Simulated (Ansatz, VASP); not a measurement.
# H2CO (liquid dimethyl carbonate at 300 K) in two plane-wave programs

One calculation is typed for both programs; each brings its own data sets. How far apart do they land? The cell is taken from a series of runs on this material, whose earlier steps may have relaxed, scaled, displaced or heated it; both programs get it as it stands.

Calculated with Ansatz 0.2.0; plane waves, with VASP 6.6.1 beside it; single point at r2SCAN with D3(BJ).

**1. Set-up**

The cell holds 108 atoms: 27 C, 27 O and 54 H. Cell: a = 10.785 Å, b = 10.785 Å, c = 10.785 Å, α = 90.0°, β = 90.0°, γ = 90.0°. As first built, before any earlier steps moved the atoms (in the runner's words): 9 dimethyl carbonate placed at random, at 1.07 g/cm^3; overlaps pushed apart, then 10 ps at 400 K with MMFF94 bonds, angles, torsions, charges and radii (Halgren, J. Comput. Chem. 17, 490 (1996)) in harmonic and 12-6 forms. Snapshot after 20 ps at 300 K and fixed volume. The density is a measured one.

**2. VASP: single point, r2SCAN with D3(BJ)**

With cell and atoms fixed, the geometry can't cause a difference; cores, projectors, grids and the points listed under the comparison can.

Lines of VASP's logs that name or quote its potential files are left out, and so is its time.

File INCAR:

```
SYSTEM = H2CO
PREC = Accurate
ENCUT = 660
EDIFF = 1E-06
NELM = 120
ISMEAR = 0
SIGMA = 0.01
LREAL = Auto
ALGO = Normal
METAGGA = R2SCAN
IVDW = 12
VDW_S6 = 1
VDW_S8 = 0.78981345
VDW_A1 = 0.49484001
VDW_A2 = 5.73083694
LASPH = .TRUE.
NBANDS = 240
LORBIT = 11
LWAVE = .FALSE.
LCHARG = .FALSE.
ISIF = 2
GGA_COMPAT = .FALSE.
EFERMI = MIDGAP
LMIXTAU = .TRUE.
NCORE = 2
```

File POSCAR:

```
H2CO
1.0
   10.7854200000      0.0000000000      0.0000000000
    0.0000000000     10.7854200000      0.0000000000
    0.0000000000      0.0000000000     10.7854200000
C O H
27 27 54
Direct
    0.8653400000      0.1232000000      0.7122200000
    0.7561000000      0.0236300000      0.8659100000
    0.6537200000      0.9371900000      0.0330300000
    0.3456300000      0.2001500000      0.1864300000
    0.1877600000      0.0857500000      0.0987400000
    0.0578900000      0.9496500000      0.0149200000
    0.9548700000      0.6377200000      0.0435800000
    0.9601500000      0.6676800000      0.2525800000
    0.9540700000      0.6967800000      0.4586700000
    0.6614500000      0.4052100000      0.4246600000
    0.5876200000      0.5460000000      0.2802400000
    0.5570800000      0.6397400000      0.0910800000
    0.4379300000      0.1065400000      0.7000400000
    0.3015900000      0.1960700000      0.5742400000
    0.1494200000      0.3227000000      0.4883900000
    0.3131600000      0.7932400000      0.3223900000
    0.4285800000      0.7307100000      0.4987800000
    0.5476500000      0.6566200000      0.6694400000
    0.7490900000      0.9870200000      0.4494400000
    0.8135200000      0.1345600000      0.3080100000
    0.8895700000      0.2687000000      0.1622500000
    0.2562300000      0.4926700000      0.8728500000
    0.2088200000      0.6926300000      0.8022900000
    0.1427100000      0.8688100000      0.7054900000
    0.8543400000      0.5110800000      0.7467900000
    0.6968000000      0.4095500000      0.8564300000
    0.5526600000      0.2865600000      0.9632000000
    0.8021700000      0.1349400000      0.8310200000
    0.7763900000      0.9264600000      0.8159100000
    0.6919600000      0.0448900000      0.9700800000
[... 72 atom lines left out ...]
    0.8778600000      0.5517400000      0.6597400000
    0.9309800000      0.4587400000      0.7897200000
    0.8265600000      0.5876200000      0.8087000000
    0.5022200000      0.2002300000      0.9536400000
    0.6317300000      0.2667700000      0.0265000000
    0.4808600000      0.3569000000      0.9985900000
```

File KPOINTS:

```
Automatic mesh
0
Gamma
1 1 1
0 0 0
```

Potentials, in the order of the species: C, O and H (PBE family, release 64).

On the command line:

```
> mpirun -np 8 vasp_gam
```

Numbers of over 12 decimals in the logs are rounded to 6 here.

What it wrote:

```text
[banner, memory and clock lines left out]
running    8 mpi-ranks, on    1 nodes
[...]
|                                                                             |
|               ----> ADVICE to this user running VASP <----                  |
|                                                                             |
|     You enforced a specific xc type in the INCAR file but a different       |
|     [... a line on the potential file left out ...]
|     I HOPE YOU KNOW WHAT YOU ARE DOING!                                     |
|                                                                             |

 LDA part: xc-table for (None), standard interpolation
 POSCAR, INCAR and KPOINTS ok, starting setup
[...]
entering main loop
       N       E                     dE             d eps       ncg     rms          rms(c)
DAV:   1     0.274961431047E+04    0.27496E+04   -0.19911E+05   496   0.154E+03
DAV:   2    -0.483484057381E+03   -0.32331E+04   -0.30530E+04   600   0.327E+02
DAV:   3    -0.806695544992E+03   -0.32321E+03   -0.32037E+03   584   0.107E+02
DAV:   4    -0.813494167071E+03   -0.67986E+01   -0.67692E+01   592   0.168E+01
[...]
DAV:  27    -0.670350855447E+03   -0.17368E-05   -0.44154E-06   504   0.749E-03    0.130E-03
DAV:  28    -0.670350856477E+03   -0.10309E-05   -0.12127E-06   368   0.363E-03    0.684E-04
DAV:  29    -0.670350856489E+03   -0.11245E-07   -0.87744E-07   368   0.298E-03
   1 F= -.67261490E+03 E0= -.67261490E+03  d E =0.000000E+00
```

OUTCAR, selected parts (step 2):

```text
  FREE ENERGIE OF THE ION-ELECTRON SYSTEM (eV)
  ---------------------------------------------------
  free  energy   TOTEN  =      -672.6148956619 eV

  energy  without entropy=     -672.6148956619  energy(sigma->0) =     -672.61489566
```

The run ends at a pressure of -0.87 GPa, with forces up to 4.2 eV/Å.

**3. Ansatz: single point, r2SCAN with D3(BJ)**

Ansatz runs on its default PAW (the set named soft_2) files.

The same cell, functional and mesh now go to Ansatz, which takes its cutoff from its data sets.

File input.yaml:

```yaml
crystal:
  lattice:
    - [10.78542, 0.0, 0.0]
    - [0.0, 10.78542, 0.0]
    - [0.0, 0.0, 10.78542]
  atoms:
    - { symbol: C, position: [0.86534, 0.1232, 0.71222] }
    - { symbol: O, position: [0.80217, 0.13494, 0.83102] }
    - { symbol: C, position: [0.7561, 0.02363, 0.86591] }
    - { symbol: O, position: [0.77639, 0.92646, 0.81591] }
    - { symbol: O, position: [0.69196, 0.04489, 0.97008] }
    - { symbol: C, position: [0.65372, 0.93719, 0.03303] }
    - { symbol: H, position: [0.92734, 0.20807, 0.71963] }
    - { symbol: H, position: [0.79923, 0.12247, 0.63361] }
    - { symbol: H, position: [0.92628, 0.04057, 0.70929] }
    - { symbol: H, position: [0.73356, 0.88122, 0.04803] }
    - { symbol: H, position: [0.60605, 0.94344, 0.12267] }
    - { symbol: H, position: [0.5877, 0.89067, 0.97945] }
    - { symbol: C, position: [0.34563, 0.20015, 0.18643] }
    - { symbol: O, position: [0.25984, 0.18747, 0.0824] }
    - { symbol: C, position: [0.18776, 0.08575, 0.09874] }
    - { symbol: O, position: [0.2014, 0.02162, 0.19015] }
    - { symbol: O, position: [0.10369, 0.07016, 0.00352] }
    - { symbol: C, position: [0.05789, 0.94965, 0.01492] }
    - { symbol: H, position: [0.40207, 0.28264, 0.17055] }
    - { symbol: H, position: [0.4184, 0.1286, 0.18731] }
    - { symbol: H, position: [0.29747, 0.20588, 0.27099] }
    - { symbol: H, position: [0.99597, 0.93317, 0.93043] }
    - { symbol: H, position: [0.13649, 0.88825, 0.01412] }
    - { symbol: H, position: [0.00951, 0.94728, 0.09756] }
    - { symbol: C, position: [0.95487, 0.63772, 0.04358] }
    - { symbol: O, position: [0.91768, 0.71784, 0.13715] }
    - { symbol: C, position: [0.96015, 0.66768, 0.25258] }
    - { symbol: O, position: [0.01558, 0.5659, 0.26346] }
    - { symbol: O, position: [0.9335, 0.74695, 0.34399] }
    - { symbol: C, position: [0.95407, 0.69678, 0.45867] }
[... 72 atom lines left out ...]
    - { symbol: H, position: [0.87786, 0.55174, 0.65974] }
    - { symbol: H, position: [0.93098, 0.45874, 0.78972] }
    - { symbol: H, position: [0.82656, 0.58762, 0.8087] }
    - { symbol: H, position: [0.50222, 0.20023, 0.95364] }
    - { symbol: H, position: [0.63173, 0.26677, 0.0265] }
    - { symbol: H, position: [0.48086, 0.3569, 0.99859] }
kpoints:
  mp_grid: { grid: [1, 1, 1] }
hamiltonian:
  xc: r2scan
  dispersion: d3bj
scf:
  occupations: { method: fixed }
output:
  forces: true
  stress: true
  populations: true
  dos:
    method: { smearing: { sigma: 0.08 } }
    de: 0.1
    projected: { site_lists: { C: [C], H: [H], O: [O] } }
  eigenvalues: true
```

On the command line:

```
> ansatz run input.yaml --threads 4 --pin off --max-ram 8192MiB --backend cpu --events-out ev --progress --plain --runs-dir out
```

What it wrote:

```text
Warning: the engine holds no damping parameters fitted to this dispersion correction and functional, so the run takes those fitted to r2scan beside the three-body term, which d3bj leaves out (hamiltonian.dispersion, under Limitations)
Engine: ansatz 0.2.0, x86_64-unknown-linux-gnu
Pseudopotentials: kind: paw
Pseudopotential: C, paw, valence charge 4, recommended cutoff 500 eV (meta_gga), C.paw.azcp
Pseudopotential: O, paw, valence charge 6, recommended cutoff 500 eV (meta_gga), O.paw.azcp
Pseudopotential: H, paw, valence charge 1, recommended cutoff 500 eV (meta_gga), H.paw.azcp
Functional definition: r2SCAN
  parameter k0 = 0.174
  parameter k1 = 0.065
  parameter a1 = 4.9479
  exchange = r2scan_x(k0 = k0, k1 = k1, a1 = a1)
  correlation = r2scan_c
Crystal: 108 atoms, lattice volume = 1254.617 Å³
Basis set: ecut = 500 eV, 31799 PW (Γ), exchange–correlation on 320×320×320 points (64 copies of the dense FFT grid, shifted against one another)
Bands: 270, of which v1, the nominal top of the filled ones, is band 162 counted from 1 (161 counted from 0)
Symmetry: 1 space group operations
Space group: P1 (ITA 1), of the structure as read, at distance tolerance 1.1e-4 Å
k-points: 1
Non-local potential: C, projectors of the file, l = 0: 2, l = 1: 2, l = 2: 1
Non-local potential: O, projectors of the file, l = 0: 2, l = 1: 2, l = 2: 1
Non-local potential: H, projectors of the file, l = 0: 2, l = 1: 1
PAW form: soft (Blöchl's): semilocal exchange-correlation on the pseudo side does not see the compensation charge
PAW frozen core: C, regenerated for the run's functional (the file was generated under x = pbe(κ = 0.804, μ = 0.219515), c = pbe(β = 0.066725))
PAW frozen core: O, regenerated for the run's functional (the file was generated under x = pbe(κ = 0.804, μ = 0.219515), c = pbe(β = 0.066725))
PAW one-centre angular grid: C, 302 points (default); XC on 239 of its mesh's 2573 points in the sphere
PAW one-centre angular grid: O, 302 points (default); XC on 160 Gauss nodes
PAW one-centre angular grid: H, 302 points (default); XC on 160 Gauss nodes
Initial density: superposition of atomic densities (neutral atoms: chi_scale 0, normalization atom), corrected by the library's trained network
Initial wavefunctions: pseudopotential atomic-orbital guess
Functional: x = r2scan, c = r2scan; τ floored in thin density (d = 2e-4 eV/Å³)
SCF iter   1: F=—  HF=-22996.053947 eV  |F-HF|=—  |Δ(HF+E_count)|=         —  Δρ=7.66e-3  dr2=6.33e-1  dr2_τ=8.57e0  ethr=1.77e-3  ⟨swp⟩=5.0  Hψ=950  notcnv=0  defer=105
preconditioner: auto → Resta (q_TF=auto, 2.177 Å⁻¹)  ε∞=2.2  [insulator: Δε(μ)=5.902 eV  Ē_g=16.818 eV  n_scr=202 (ndim 8)  ℏωp=18.3 eV  f_vac=0.297  ε∞_Penn≈2.2]
SCF iter   2: F=—  HF=-22994.920131 eV  |F-HF|=—  |Δ(HF+E_count)|=    1.13e0  Δρ=3.78e-3  dr2=9.34e-2  dr2_τ=2.25e-2  ethr=1.95e-4  ⟨swp⟩=3.0  Hψ=483  notcnv=0  defer=104
SCF iter   3: F=—  HF=-22994.916064 eV  |F-HF|=—  |Δ(HF+E_count)|=   4.07e-3  Δρ=1.61e-3  dr2=2.44e-2  dr2_τ=2.86e-3  ethr=2.88e-5  ⟨swp⟩=2.0  Hψ=316  notcnv=0  defer=106
SCF iter   4: F=—  HF=-22994.917947 eV  |F-HF|=—  |Δ(HF+E_count)|=   1.88e-3  Δρ=5.84e-4  dr2=4.34e-3  dr2_τ=6.25e-4  ethr=7.52e-6  ⟨swp⟩=3.0  Hψ=328  notcnv=0  defer=106
SCF iter   5: F=—  HF=-22994.919160 eV  |F-HF|=—  |Δ(HF+E_count)|=   1.21e-3  Δρ=2.01e-4  dr2=6.13e-4  dr2_τ=6.14e-5  ethr=1.34e-6  ⟨swp⟩=2.0  Hψ=332  notcnv=0  defer=106
SCF iter   6: F=—  HF=-22994.919756 eV  |F-HF|=—  |Δ(HF+E_count)|=   5.97e-4  Δρ=7.52e-5  dr2=8.88e-5  dr2_τ=6.89e-6  ethr=1.89e-7  ⟨swp⟩=2.0  Hψ=326  notcnv=0  defer=105
SCF iter   7: F=—  HF=-22994.920048 eV  |F-HF|=—  |Δ(HF+E_count)|=   2.92e-4  Δρ=5.66e-5  dr2=3.51e-5  dr2_τ=4.51e-6  ethr=2.74e-8  ⟨swp⟩=2.0  Hψ=428  notcnv=0  defer=104
SCF iter   8: F=—  HF=-22994.920055 eV  |F-HF|=—  |Δ(HF+E_count)|=   6.79e-6  Δρ=1.25e-5  dr2=1.82e-6  dr2_τ=1.69e-7  ethr=1.08e-8  ⟨swp⟩=2.0  Hψ=327  notcnv=0  defer=104
SCF iter   9: F=—  HF=-22994.920060 eV  |F-HF|=—  |Δ(HF+E_count)|=   4.57e-6  Δρ=6.60e-6  dr2=4.83e-7  dr2_τ=6.90e-8  ethr=5.63e-10  ⟨swp⟩=2.0  Hψ=325  notcnv=0  defer=104
SCF iter  10: F=-22994.920060 eV  HF=-22994.920060 eV  |F-HF|=9.51e-8  |Δ(HF+E_count)|=   3.66e-7  Δρ=2.27e-6  dr2=6.21e-8  dr2_τ=9.18e-9  ethr=3.09e-11  ⟨swp⟩=15.0  Hψ=2006  notcnv=0
SCF 1 converged in 10 iterations: F = -22994.920060 eV  dr2 = 6.21e-8
  greatest PAW one-centre occupation: 0.885 electrons in one spin orbital (limit 2), on the O atom at site 99 (counted from 0), in its partial waves of l = 0
SCF converged after 10 iterations
Free energy (F): -22994.920060 eV
Harris-Foulkes:  -22994.920060 eV  (|F-HF|=9.51e-8)
Internal energy: -22994.920060 eV  (E = F + TS)
E sigma→0 (E₀):  -22994.920060 eV
Fermi energy:    -2.232612 eV
--- Per-component energies (eV) ---
  E_band       = -3215.661813
  E_kinetic    = 7937.766384
  E_local      = -28329.183475  (includes V_loc(G=0)·N_el)
[...]
atom  46  H     -0.90411894    -0.82635193    -1.77758314
  atom  47  H     -0.25400573    -0.09619698    -0.05198362
  atom  48  H      0.45564002    -0.20349744     0.78244233
  atom  49  C      1.03392360    -1.18219425     1.49913112
  atom  50  O      2.11131567     0.71585088     0.47143819
  atom  51  C     -2.71064152    -0.16476547    -0.73714343
  atom  52  O      0.40506009     0.69333238    -0.12376664
  atom  53  O      0.02747142    -0.72081930     0.93982352
  atom  54  C     -1.41582449     1.67603665     0.32666913
  atom  55  H     -1.09693230     1.18149093    -0.60876773
  atom  56  H     -0.50176554    -0.93730040    -0.21023197
  atom  57  H      0.60838565    -0.03702312    -0.44945211
  atom  58  H      1.25588074     0.12403462     0.05134753
  atom  59  H      0.45257846    -1.13173941    -0.01180390
  atom  60  H     -0.21759940    -0.29562890    -1.21929627
  atom  61  C      0.28839616     1.50249809     1.74514509
  atom  62  O      1.71929578     1.10034808     0.89910490
  atom  63  C      1.56207073     0.40729018     0.37547461
  atom  64  O     -2.23217078    -2.39159221    -0.27102672
  atom  65  O     -2.50846404     1.39190389    -2.77251328
  atom  66  C      1.31575849    -0.16145531    -1.48368913
  atom  67  H     -0.26552552    -0.15192771     0.56736565
  atom  68  H      0.95517003    -0.34927024    -0.27047605
  atom  69  H     -0.74947042    -1.46098579    -0.74429557
[...]
atom 101  O      0.86865134     0.34666500    -1.06330234
  atom 102  C     -0.60852998     1.14307339     1.22952326
  atom 103  H     -0.06491916    -0.29947859    -0.80516272
  atom 104  H     -0.26862361     0.24093385    -0.33504366
  atom 105  H      0.96613561     0.04683204    -0.19237657
  atom 106  H      0.07743587    -0.06632916    -0.75467407
  atom 107  H     -0.86091922     0.54767876    -0.26231601
  atom 108  H      1.45408543    -0.92535616    -0.14323129
  max |Σ_I F_I| component: 1.80e-4 eV/Å
--- Stress (GPa, compression-positive) ---
       -2.086568       0.495787      -0.069068
        0.495788      -1.239049       0.511187
       -0.069068       0.511187      -0.836551
  P = ⅓ Tr σ = -1.3874 GPa (-13.874 kbar)
--- Band table (eV) ---
  k-point 0: bands = [... 158 lower, -2.3874, -2.3469, -2.3208, -2.2326, 3.7398, 3.9099, 3.9717, 4.1378, ... 104 higher]
--- Löwdin populations: 108 sites ---
  site symbol       q [e]
     0      C      4.1853
     1      O      6.3006
     2      C      3.2604
     3      O      6.4505
     4      O      6.2776
     5      C      4.2379
     6      H      0.7973
     7      H      0.8106
     8      H      0.8072
     9      H      0.7916
    10      H      0.7755
    11      H      0.7949
    12      C      4.2151
    13      O      6.3046
    14      C      3.2612
    15      O      6.4468
    16      O      6.2959
    17      C      4.2080
    18      H      0.7809
    19      H      0.7986
    20      H      0.7800
    21      H      0.8122
    22      H      0.8102
    23      H      0.7726
[...]
100      O      6.2967
   101      C      4.1901
   102      H      0.7844
   103      H      0.8035
   104      H      0.8143
   105      H      0.7934
   106      H      0.7950
   107      H      0.8360
  spilling = 0.014072 (of n_electrons = 324.000000)
```

Reading the cycles: dr2 is the Hartree energy of the density residual (eV), the measure of convergence; HF is the Harris–Foulkes estimate of the energy, which meets the free energy F at convergence.

**4. Comparison**

Known differences besides the potentials themselves: VASP keeps PBE cores, Ansatz makes them for the functional; fixed occupations in Ansatz, narrow Gaussian smearing in VASP; the cutoff is 500 eV in Ansatz and 660 eV in VASP (PREC = Accurate, projectors in real space). Total energies have different zeros and are not compared.

Both answers:

```csv
quantity,Ansatz,VASP,difference
pressure (GPa),-1.39,-0.87,-0.51
gap on the k mesh (eV),5.972,5.984,-0.011
```

Forces on 10 of the 108 atoms, those with the largest forces and the largest differences (eV/Å; atoms numbered as in POSCAR):

| atom | Ansatz x, y, z | VASP x, y, z |
| --- | --- | --- |
| C6 | -1.050, -0.702, -3.059 | -1.154, -0.872, -3.085 |
| C9 | -0.552, -2.228, 1.978 | -0.549, -2.257, 2.176 |
| O29 | -0.319, -0.558, -0.081 | -0.201, -1.119, -0.368 |
| O32 | -0.829, -0.442, -1.012 | -0.750, -0.785, -0.525 |
| O34 | 0.644, -0.776, 4.087 | 0.549, -0.615, 4.108 |
| O35 | -1.884, 3.321, -0.290 | -1.661, 2.909, -0.251 |
| O44 | -2.232, -2.392, -0.271 | -1.950, -1.976, -0.279 |
| O45 | -2.508, 1.392, -2.773 | -2.589, 1.282, -2.765 |
| O49 | 0.755, 2.988, -1.718 | 0.600, 2.981, -1.718 |
| O53 | 0.907, 0.701, 0.584 | 1.144, 0.921, 1.192 |

The forces differ by 126 meV/Å r.m.s., which is 12.3 % of the r.m.s. force of 1.030 eV/Å (both taken over all components). A gap on the mesh is an upper bound, since the band edges may lie between its points.

**5. Outcome**

* r.m.s. force difference (single point, r2SCAN with D3(BJ)): 12 % of the r.m.s. force
* difference in pressure (single point, r2SCAN with D3(BJ)): -0.51 GPa

What this shows: The r.m.s. force difference is 12 % of the r.m.s. force (single point, r2SCAN with D3(BJ)), beyond the 3 % picked in this series as the mark of a large difference. What causes the difference of the single point, r2SCAN with D3(BJ) pair stays open here. Such differences can come from data sets, numerical settings and the points named under the comparisons, not from the functional's error against experiment.

[Lines on the potential files, build, host, timing and source positions are cut from VASP's logs without a mark.]

[Logs are printed without paths, hosts, clocks, repeated set-up lines and the standing remarks that a program may print on its own settings, such as how far it seeks lower states.]

[Hosts, paths, dates, database ids (printed as entryN), source tags and the programs' standing remarks are cut or masked in the printed files.]

[The MMFF94 radii named for the starting cell were scaled by 0.96; in molecules described by MMFF94, hydrogen bound to N, O or S took a small fixed 12-6 site in their place.]
